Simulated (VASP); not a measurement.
Data:

```xyz
3
Lattice="0.0000 3.0882 3.0882 3.0882 0.0000 3.0882 3.0882 3.0882 0.0000" Properties=species:S:1:pos:R:3 pbc="T T T"
Ba     0.0000     0.0000     0.0000
F      1.5441     1.5441     1.5441
F      4.6323     4.6323     4.6323
```

Method: PBEsol GGA, VASP's PBE PAW potentials (set 64) (plane waves; VASP). Numerical set-up: 520 eV cut-off, 8×8×8 Γ-centred mesh, Gaussian smearing of 0.010 eV, potentials Ba_sv F.

Q: What does the run give for the energy per atom (σ→0)?

A: 
| Item | Value |
|---|---|
| energy per atom (σ→0) | -567.4 kJ/mol of atoms |

Total energies compare only between runs with the same potentials, cut-off and functional.

The compound is BaF2 in the fluorite structure. It was relaxed first.
